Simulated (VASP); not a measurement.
Input of a VASP 6.6.1 run:

File INCAR:

```
PREC = Accurate
ENCUT = 520
EDIFF = 1E-7
ISMEAR = 0
SIGMA = 0.05
LREAL = False
LASPH = True
NELM = 100
ALGO = Fast
ISIF = 2
LWAVE = False
LCHARG = True
LELF = True
LVHAR = True
NBANDS = 23
```

File KPOINTS:

```
Automatic mesh
0
Gamma
  6 6 6
```

The input POSCAR:

```
NaMgF3
1.0
    3.9508390000      0.0000000000      0.0000000000
    0.0000000000      3.9508390000      0.0000000000
    0.0000000000      0.0000000000      3.9508390000
Na Mg F
1 1 3
Direct
    0.0000000000      0.0000000000      0.0000000000
    0.5000000000      0.5000000000      0.4430500711
    0.5000000000      0.5000000000      0.0000000000
    0.5000000000      0.0000000000      0.5000000000
    0.0000000000      0.5000000000      0.5000000000
```

Potentials or basis: VASP PAW LDA potentials, release 64 (Na_pv, Mg, F).

Launch:

```console
$ cat potpaw_LDA.64/Na_pv/POTCAR potpaw_LDA.64/Mg/POTCAR potpaw_LDA.64/F/POTCAR > POTCAR
$ mpirun -np 1 vasp_std > vasp.out
```

What does it give for the pressure?

-5.0 GPa.

What does it give for the band gap on the k mesh?

5.53 eV, indirect (least direct gap 6.02 eV).

Predict the largest force.

3.000 eV/Å.

Stress tensor (GPa, compression positive):
```
-7.67  0.00  0.00
 0.00 -7.67  0.00
 0.00  0.00  0.41
```

Caveat: forces of over 1 eV/Å show positions far from the minimum, so gaps and moduli don't describe the material at rest. A k mesh can miss the band edges.
